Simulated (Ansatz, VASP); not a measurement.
# Sr4Li8Al14Si10O49: VASP beside Ansatz, part 3 of 4

Wanted: the spread between two codes on one cell, functional and k mesh. Of the first pair: The structure shown is frame 67 of Ansatz's trajectory.

VASP 6.6.1 and Ansatz 0.2.0.

So far. Step 3 (VASP: single point, revPBE, pair 1): The run ends at a pressure of 2.71 GPa, with forces up to 3.1 eV/Å.

## 6. VASP: single point, revPBE, pair 2

Level of this step: revPBE; plane waves and PAW (Si, Al, Li_sv, Sr_sv, O) (VASP).

The same cell, functional, mesh and smearing now go to VASP, with its own data sets.

INCAR reads:

```
SYSTEM = Sr4Li8Al14Si10O49
PREC = Accurate
ENCUT = 650
EDIFF = 1E-06
NELM = 120
ISMEAR = -1
SIGMA = 0.025
LREAL = Auto
ALGO = Normal
GGA = RE
NBANDS = 280
LORBIT = 11
LWAVE = .FALSE.
LCHARG = .FALSE.
ISIF = 2
LASPH = .TRUE.
GGA_COMPAT = .FALSE.
EFERMI = MIDGAP
NCORE = 2
```

POSCAR reads:

```
Sr4Li8Al14Si10O49
1.0
   10.3272000000      0.0000000000      0.0000000000
    0.0000000000     10.3272000000      0.0000000000
    0.0000000000      0.0000000000     10.3272000000
Si Al Li Sr O
10 14 8 4 49
Direct
    0.7070261058      0.3253447207      0.2954431017
    0.9001278178      0.5438744287      0.9150689441
    0.2621233248      0.2955012007      0.8216167015
    0.1442501356      0.5267158572      0.1316717019
    0.2655802154      0.7316794484      0.9652471144
    0.2184812921      0.2655995817      0.4467909985
    0.7619490278      0.9975017430      0.8473351925
    0.8364028972      0.6754686653      0.4358683864
    0.9187872802      0.9188163297      0.5984197072
    0.5451138740      0.9849717252      0.4755500039
    0.3160585638      0.5752866217      0.6914749400
    0.1980594934      0.8157971183      0.5710841274
    0.8432295298      0.0775234333      0.3819621969
    0.4633685801      0.4495603842      0.3508308157
    0.7514234255      0.2679913239      0.9454547215
    0.5056840189      0.0892400651      0.2188976683
    0.5647803858      0.8383395306      0.0239077388
    0.7364726160      0.6109981408      0.1581648462
    0.9341447827      0.0890657681      0.0894143621
    0.4611995507      0.3199318305      0.0603454954
    0.1021283601      0.5439422109      0.4423173755
    0.5496262298      0.6645266868      0.5161805717
    0.3520508947      0.0667654350      0.6486462933
    0.2069292741      0.2114997289      0.1531586490
    0.0565981098      0.7224417073      0.7799984507
    0.0317026880      0.3210357115      0.9845069331
    0.3894279185      0.7886455186      0.3519443799
    0.4270276551      0.6207103571      0.1750329228
    0.6786931598      0.8696839414      0.2606321171
    0.4465392362      0.8126016733      0.7538151677
    0.2633337207      0.0327387869      0.3807227516
    0.9401192966      0.3626733287      0.2350879232
    0.5520663878      0.2918215973      0.7124680455
    0.9596889767      0.3704004958      0.6711015571
    0.1546498567      0.0153575025      0.8655976451
    0.0566852583      0.8290049578      0.2330931908
    0.7107347587      0.6424974824      0.5191823534
    0.2038693934      0.6318266326      0.5635022078
    0.4614997289      0.6209524363      0.3681152684
    0.5179429080      0.0869645209      0.5988360834
    0.3037318925      0.9074289256      0.6704334185
    0.0332519947      0.5272290650      0.0180010070
    0.7361433883      0.1533426292      0.8216457510
    0.1035227361      0.1100201410      0.0685180882
    0.1411902549      0.3695677434      0.1601789449
    0.8859613448      0.9946548919      0.9521264234
    0.1763498334      0.1917944845      0.3169300488
    0.3399663026      0.1530618173      0.7929932605
    0.1018572314      0.5892884809      0.2739464715
    0.5089375629      0.8347858084      0.5067685336
    0.4738360834      0.6341699589      0.6621543109
    0.8304187001      0.4029456193      0.8781760787
    0.6093423193      0.2267797661      0.2118870555
    0.4041172825      0.8058428228      0.9610058874
    0.6871562476      0.0047447517      0.4082616779
    0.0484448834      0.8621794872      0.6665020528
    0.8199511968      0.6332210086      0.0076981176
    0.1054787358      0.3729278023      0.4857754280
    0.1396893640      0.8176562863      0.9950422186
    0.8994887288      0.0060229297      0.2322217058
    0.6324076226      0.9044658765      0.8781954450
    0.2423212487      0.1513188473      0.5507107444
    0.9314528623      0.5602680301      0.4667189558
    0.5673367418      0.9784162212      0.1215915253
    0.6148133085      0.3861356418      0.4086974204
    0.5862382834      0.3078569215      0.9387346038
    0.2012355721      0.8626345960      0.4107405686
    0.8221783252      0.7079169572      0.2810732822
    0.8086606244      0.9193101712      0.7111995507
    0.4430339298      0.0332229452      0.3637191107
    0.2592474243      0.6665214192      0.8193798900
    0.8732473468      0.2468820203      0.0646060888
    0.3197381672      0.4084940739      0.7205147571
    0.3760070493      0.1661921915      0.1363099388
    0.3203094740      0.3400534511      0.9634944612
    0.7583178403      0.4466554342      0.2073746998
    0.9038945697      0.8186246030      0.4756177860
    0.6058563793      0.7191687970      0.1385564335
    0.9306104268      0.0550972190      0.5284007282
    0.4486985824      0.4436730188      0.1769211403
    0.2680494229      0.6186478426      0.0821519870
    0.3492427764      0.3499980634      0.4263207839
    0.8290727399      0.2474533271      0.3600007747
    0.9448253157      0.5887946394      0.7785266093
    0.1085676660      0.2727941746      0.8173270586
```

KPOINTS reads:

```
Automatic mesh
0
Gamma
1 1 1
0 0 0
```

The projector-augmented-wave data sets are Si, Al, Li_sv, Sr_sv and O (PBE family, release 64).

Started as:

```bash
mpirun -np 8 vasp_gam
```

Numbers of over 12 decimals in the logs are rounded to 6 here.

Output:

```text
[banner, memory and clock lines left out]
running    8 mpi-ranks, on    1 nodes
[...]
[... a notice as in an earlier step ...]

 LDA part: xc-table for (Slater+PW92), standard interpolation
 POSCAR, INCAR and KPOINTS ok, starting setup
[...]
entering main loop
       N       E                     dE             d eps       ncg     rms          rms(c)
DAV:   1     0.495860349686E+04    0.49586E+04   -0.28457E+05   560   0.189E+03
DAV:   2    -0.173449655082E+03   -0.51321E+04   -0.49237E+04   688   0.438E+02
DAV:   3    -0.642521880578E+03   -0.46907E+03   -0.46582E+03   672   0.140E+02
DAV:   4    -0.666385145427E+03   -0.23863E+02   -0.23753E+02   808   0.270E+01
[...]
DAV:  17    -0.581282497972E+03   -0.26744E-05   -0.63234E-05   712   0.197E-02    0.112E-02
DAV:  18    -0.581282499569E+03   -0.15977E-05   -0.10581E-05   640   0.708E-03    0.618E-03
DAV:  19    -0.581282500451E+03   -0.88156E-06   -0.33445E-06   520   0.654E-03
   1 F= -.58128250E+03 E0= -.58128250E+03  d E =0.000000E+00
```

OUTCAR, selected parts (step 6):

```text
  Total       24.1442520     19.7404484     20.8752801    -12.6158454     -5.0318981     -9.1863605
  in kB       35.1217846     28.7157282     30.3665273    -18.3518215     -7.3197232    -13.3630718
  external PRESSURE =      31.4013467 kB  Pullay stress =       0.0000000 kB

 POSITION                                       TOTAL-FORCE (eV/Angst)
 -----------------------------------------------------------------------------------
      7.30160      3.35990      3.05110        -2.074154     -0.345867     -0.043492
      9.29580      5.61670      9.45010         0.221000     -0.793200      1.217474
      2.70700      3.05170      8.48500         1.823529      1.243030      0.821264
      1.48970      5.43950      1.35980        -0.570844     -1.247123     -0.175530
      2.74270      7.55620      9.96830         0.290404     -0.561650     -0.836125
      2.25630      2.74290      4.61410         0.571420      1.448213     -0.037758
      7.86880     10.30140      8.75060         0.060167     -2.206665     -0.327184
      8.63770      6.97570      4.50130        -0.377081      1.634447      0.188558
      9.48850      9.48880      6.18000        -0.474267     -1.062468      0.436464
      5.62950     10.17200      4.91110         0.814556      0.543135      0.386473
      3.26400      5.94110      7.14100         0.660871     -0.172722     -0.388874
[...]
9.64710      0.91980      0.92340        -0.629345      0.074164     -0.491046
      4.76290      3.30400      0.62320         0.213563     -0.709515      0.513713
[...]
-----------------------------------------------------------------------------------
    total drift:                               -0.002194      0.013108      0.017721

  FREE ENERGIE OF THE ION-ELECTRON SYSTEM (eV)
  ---------------------------------------------------
  free  energy   TOTEN  =      -581.2825004510 eV

  energy  without entropy=     -581.2825004510  energy(sigma->0) =     -581.28250045

[... 2 parts as in an earlier step ...]

[... 1 further part left out ...]
[key lines of the parts left out:]
E-fermi :   4.0018
```

The run ends at a pressure of 3.14 GPa, with forces up to 2.9 eV/Å.

## 7. Comparison

Forces on 10 of the 85 atoms, those with the largest forces and the largest differences (eV/Å; atoms numbered as in POSCAR):

| atom | Ansatz x, y, z | VASP x, y, z |
| --- | --- | --- |
| Si3 | 1.792, 1.247, 0.831 | 1.824, 1.243, 0.821 |
| Si7 | 0.064, -2.170, -0.293 | 0.060, -2.207, -0.327 |
| Al16 | -0.190, 2.030, -0.802 | -0.204, 2.058, -0.801 |
| Sr33 | 0.081, 0.467, -0.293 | 0.096, 0.507, -0.349 |
| O44 | -0.064, -0.136, 0.000 | -0.090, -0.096, 0.055 |
| O57 | -1.914, 0.882, 1.298 | -1.943, 0.877, 1.349 |
| O63 | 2.375, -1.455, 0.614 | 2.425, -1.454, 0.606 |
| O64 | 1.003, -2.309, -0.186 | 1.007, -2.338, -0.192 |
| O66 | -0.755, 0.487, 1.269 | -0.754, 0.483, 1.363 |
| O84 | 1.175, 0.516, -1.666 | 1.179, 0.529, -1.698 |

The forces differ by 23 meV/Å r.m.s., which is 3.2 % of the r.m.s. force of 0.722 eV/Å (both taken over all components).

## 8. Ansatz: dynamics, revPBE

One frame of this run of dynamics is then solved in both programs, so the motion causes no difference.

The structure compared here is frame 200 of Ansatz's trajectory.

input.yaml reads:

```yaml
crystal:
  lattice:
    - [10.3272, 0.0, 0.0]
    - [0.0, 10.3272, 0.0]
    - [0.0, 0.0, 10.3272]
  atoms:
    - { symbol: Si, position: [0.70736, 0.32857, 0.29268] }
    - { symbol: Si, position: [0.90665, 0.5392, 0.92761] }
    - { symbol: Si, position: [0.26176, 0.30095, 0.81847] }
    - { symbol: Si, position: [0.15031, 0.505, 0.13473] }
    - { symbol: Si, position: [0.26665, 0.71498, 0.96072] }
    - { symbol: Si, position: [0.22297, 0.25417, 0.45618] }
    - { symbol: Si, position: [0.75692, 0.9853, 0.85426] }
    - { symbol: Si, position: [0.83062, 0.67546, 0.43824] }
    - { symbol: Si, position: [0.92132, 0.92191, 0.59856] }
    - { symbol: Si, position: [0.54779, 0.99168, 0.46458] }
    - { symbol: Al, position: [0.3095, 0.56739, 0.68503] }
    - { symbol: Al, position: [0.19667, 0.80628, 0.58042] }
    - { symbol: Al, position: [0.84344, 0.08849, 0.38228] }
    - { symbol: Al, position: [0.46092, 0.43346, 0.35522] }
    - { symbol: Al, position: [0.73826, 0.2764, 0.95846] }
    - { symbol: Al, position: [0.50815, 0.0993, 0.20357] }
    - { symbol: Al, position: [0.55424, 0.8374, 0.02802] }
    - { symbol: Al, position: [0.73316, 0.61796, 0.15652] }
    - { symbol: Al, position: [0.92625, 0.07817, 0.09257] }
    - { symbol: Al, position: [0.44186, 0.32805, 0.05709] }
    - { symbol: Al, position: [0.10694, 0.54116, 0.44675] }
    - { symbol: Al, position: [0.53603, 0.67234, 0.5089] }
    - { symbol: Al, position: [0.35467, 0.05802, 0.66259] }
    - { symbol: Al, position: [0.21012, 0.19458, 0.16322] }
    - { symbol: Li, position: [0.04078, 0.75666, 0.81649] }
    - { symbol: Li, position: [0.01765, 0.30399, 0.99115] }
    - { symbol: Li, position: [0.36535, 0.77183, 0.3633] }
    - { symbol: Li, position: [0.43698, 0.6116, 0.1766] }
    - { symbol: Li, position: [0.72814, 0.89577, 0.23751] }
    - { symbol: Li, position: [0.45862, 0.79276, 0.76883] }
    - { symbol: Li, position: [0.2603, 0.01557, 0.39133] }
    - { symbol: Li, position: [0.01478, 0.30739, 0.31064] }
    - { symbol: Sr, position: [0.561, 0.3025, 0.69091] }
    - { symbol: Sr, position: [0.94375, 0.38454, 0.65702] }
    - { symbol: Sr, position: [0.12384, 0.016, 0.85625] }
    - { symbol: Sr, position: [0.04632, 0.81482, 0.21831] }
    - { symbol: O, position: [0.6962, 0.63672, 0.49571] }
    - { symbol: O, position: [0.19936, 0.62794, 0.5645] }
    - { symbol: O, position: [0.4445, 0.59782, 0.38618] }
    - { symbol: O, position: [0.50882, 0.06703, 0.59579] }
    - { symbol: O, position: [0.31142, 0.89682, 0.67126] }
    - { symbol: O, position: [0.03056, 0.50885, 0.02853] }
    - { symbol: O, position: [0.72498, 0.13976, 0.84595] }
    - { symbol: O, position: [0.09505, 0.10733, 0.07895] }
    - { symbol: O, position: [0.15838, 0.3548, 0.16099] }
    - { symbol: O, position: [0.87208, 0.9808, 0.96416] }
    - { symbol: O, position: [0.17709, 0.17344, 0.32862] }
    - { symbol: O, position: [0.33354, 0.15983, 0.79573] }
    - { symbol: O, position: [0.12176, 0.56575, 0.27847] }
    - { symbol: O, position: [0.5222, 0.83946, 0.47685] }
    - { symbol: O, position: [0.46107, 0.62765, 0.65044] }
    - { symbol: O, position: [0.83083, 0.40509, 0.88875] }
    - { symbol: O, position: [0.62258, 0.22011, 0.21957] }
    - { symbol: O, position: [0.3974, 0.79685, 0.97207] }
    - { symbol: O, position: [0.69021, 0.02335, 0.41736] }
    - { symbol: O, position: [0.0573, 0.87068, 0.65852] }
    - { symbol: O, position: [0.81863, 0.62841, 0.01339] }
    - { symbol: O, position: [0.11494, 0.36798, 0.47773] }
    - { symbol: O, position: [0.1419, 0.80419, 0.97805] }
    - { symbol: O, position: [0.89284, 0.01091, 0.24115] }
    - { symbol: O, position: [0.63939, 0.89326, 0.89007] }
    - { symbol: O, position: [0.24821, 0.14293, 0.55998] }
    - { symbol: O, position: [0.94287, 0.57356, 0.46897] }
    - { symbol: O, position: [0.57435, 0.96633, 0.13371] }
    - { symbol: O, position: [0.61092, 0.37201, 0.41161] }
    - { symbol: O, position: [0.57914, 0.32176, 0.96518] }
    - { symbol: O, position: [0.19932, 0.84368, 0.41898] }
    - { symbol: O, position: [0.81666, 0.70341, 0.28312] }
    - { symbol: O, position: [0.8249, 0.94274, 0.7185] }
    - { symbol: O, position: [0.44895, 0.04399, 0.3542] }
    - { symbol: O, position: [0.26134, 0.64624, 0.82403] }
    - { symbol: O, position: [0.85512, 0.22428, 0.06657] }
    - { symbol: O, position: [0.30731, 0.40034, 0.70665] }
    - { symbol: O, position: [0.37486, 0.17436, 0.12685] }
    - { symbol: O, position: [0.3148, 0.3571, 0.94934] }
    - { symbol: O, position: [0.7361, 0.45724, 0.21269] }
    - { symbol: O, position: [0.87767, 0.81204, 0.49959] }
    - { symbol: O, position: [0.59411, 0.70388, 0.12586] }
    - { symbol: O, position: [0.93411, 0.05444, 0.52019] }
    - { symbol: O, position: [0.44506, 0.42385, 0.19011] }
    - { symbol: O, position: [0.25649, 0.60745, 0.07791] }
    - { symbol: O, position: [0.34904, 0.3347, 0.42521] }
    - { symbol: O, position: [0.83384, 0.2569, 0.35357] }
    - { symbol: O, position: [0.95915, 0.59375, 0.79736] }
    - { symbol: O, position: [0.11062, 0.27568, 0.82052] }
kpoints:
  mp_grid: { grid: [1, 1, 1] }
hamiltonian:
  xc: revpbe
scf:
  occupations: { method: fermi_dirac, width: 0.025 }
output:
  forces: true
  stress: true
md:
  timestep: 1.0
  n_steps: 200
  ensemble: nvt_langevin
  temperature: 300
  initial_velocities: maxwell_boltzmann
  seed: 6726
```

Started as:

```bash
ansatz run input.yaml --threads 4 --pin off --max-ram 8192MiB --backend cpu --events-out ev --progress --plain --runs-dir out
```

Output:

```text
[...]
Crystal: 85 atoms, lattice volume = 1101.407 Å³
Basis set: ecut = 420 eV, 21559 PW (Γ), exchange–correlation on 144×144×144 points (8 copies of the dense FFT grid, shifted against one another)
Bands: 305, of which v1, the nominal top of the filled ones, is band 220 counted from 1 (219 counted from 0)
Symmetry: 1 space group operations
k-points: 1
[...]
atom  84  O     -0.03559735    -0.63880308     0.16695498
  atom  85  O     -0.26408227    -0.44791121     0.17660761
  max |Σ_I F_I| component: 1.03e-4 eV/Å
--- Stress (GPa, compression-positive) ---
        3.475168      -1.488891      -1.449240
       -1.488894       2.153600      -0.212700
       -1.449238      -0.212698       1.139287
  P = ⅓ Tr σ = 2.2560 GPa (22.560 kbar)
--- MD trajectory: 200 steps, t = 0.0 → 200.0 fs ---
[...]
[key lines of the parts left out:]
SCF converged after 8 iterations
Free energy (F): -57749.077840 eV
Fermi energy:    5.824459 eV
```

[end of part 3 of 4]

[Lines on the potential files, build, host, timing and source positions are cut from VASP's logs without a mark.]

[Logs are printed without paths, hosts, clocks, repeated set-up lines and the standing remarks that a program may print on its own settings, such as how far it seeks lower states.]

[Hosts, paths, dates, database ids (printed as entryN), source tags and the programs' standing remarks are cut or masked in the printed files.]
